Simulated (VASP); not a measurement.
```yaml
crystal:
  lattice:
    - [3.82970, 0.00000, 0.00000]
    - [-1.91485, 3.31662, 0.00000]
    - [0.00000, 0.00000, 6.58941]
  atoms:
    - { symbol: Hg, position: [0.00000, 0.00000, 0.00000] }
    - { symbol: Hg, position: [0.00000, 0.00000, 0.50000] }
    - { symbol: S, position: [0.33333, 0.66667, 0.25000] }
    - { symbol: S, position: [0.66667, 0.33333, 0.75000] }
```

Calculation: PBEsol GGA, VASP's PBE PAW potentials (set 64) (plane waves; VASP 6.6.1). Settings: 400 eV cut-off, Gaussian smearing of 0.050 eV, potentials Hg S.

Unless said otherwise, spin-orbit coupling is left out, though it shifts the bands of the heavy elements here.

Problem. What does the run give for the band gap (along the path) with the smallest direct gap where there is one?

Solution. 
```json
{
 "band gap (along the path)": "none (metal, semimetal or under 0.01 eV)"
}
```

The absolute energy has meaning only against runs of the same code, potentials and settings.

The structure was generated: HgS was put into the NiAs type type (P6_3/mmc), which need not be its known phase. It was relaxed first, which changed the volume by +29 %.
